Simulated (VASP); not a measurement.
Computed with PBE GGA with D3 dispersion (zero damping), VASP's PBE PAW potentials (set 64) (plane waves; VASP).

A VASP calculation is set up with these files.

**INCAR**
```
# general
SYSTEM  = TiCo
PREC    = Accurate
ENCUT   = 520   # plane-wave cut-off (eV)
LREAL   = .False.   # projection in real space or not
LASPH   = .True.   # aspherical one-centre terms

# electronic loop
EDIFF   = 1E-6   # SCF stop (eV)
NELM    = 100   # most electronic steps
ALGO    = Normal
LMAXMIX = 4

# smearing
ISMEAR  = 1
SIGMA   = 0.1

# functional
GGA     = PE   # PBE
IVDW    = 11

# ions
IBRION  = 2   # conjugate gradients
NSW     = 60   # most ionic steps
ISIF    = 3   # ions, shape and volume
EDIFFG  = -0.01

# output
LWAVE   = .False.
LCHARG  = .False.
```

**POSCAR**
```
TiCo
1.0
  2.9900000000   0.0000000000   0.0000000000
  0.0000000000   2.9900000000   0.0000000000
  0.0000000000   0.0000000000   2.9900000000
Ti Co
1 1
Cart
  0.0000000000   0.0000000000   0.0000000000
  1.4950000000   1.4950000000   1.4950000000
```

KPOINTS:
```
Automatic mesh
0
Gamma
11 11 11
0 0 0
```

POTCAR, in this order: Ti_sv Co (PBE.64 set). Program: vasp_std.

Energy and stress use the plane-wave basis of the starting cell.

Q: What does the run give for the energy per atom (σ→0), dispersion energy, volume per atom, band gap (on the k-mesh)?

A: 
```
Item                                                         Value
------------------------  ----------------------------------------
energy per atom (σ→0)                               -8.258 eV/atom
dispersion energy                                        -0.896 eV
band gap (on the k-mesh)  none (metal, semimetal or under 0.01 eV)
volume per atom                                      12.65 Å³/atom
```

OSZICAR:
```
...
DAV:   6    -0.156192919750E+02   -0.56689E-03   -0.33258E-03  1788   0.619E-01    0.113E+00
DAV:   7    -0.156202708492E+02   -0.97887E-03   -0.56337E-02  2238   0.237E+00    0.146E-01
DAV:   8    -0.156203810458E+02   -0.11020E-03   -0.28299E-03  1922   0.639E-01    0.153E-01
DAV:   9    -0.156204031416E+02   -0.22096E-04   -0.56795E-04  1974   0.298E-01    0.255E-02
DAV:  10    -0.156204045885E+02   -0.14468E-05   -0.64699E-05  2356   0.566E-02    0.133E-02
DAV:  11    -0.156204041355E+02    0.45293E-06   -0.10179E-05  1964   0.374E-02    0.552E-03
DAV:  12    -0.156204039329E+02    0.20265E-06   -0.51169E-07   808   0.113E-02
   3 F= -.16516149E+02 E0= -.16516337E+02  d E =-.455670E-01
```

The compound is TiCo in the CsCl type structure. This run relaxes it. Symmetry was kept, so distortions that lower it aren't found. The run is not spin-polarised, so no magnetic state was tried. The electron count is odd and the run is not spin-polarised, which forces a metal.
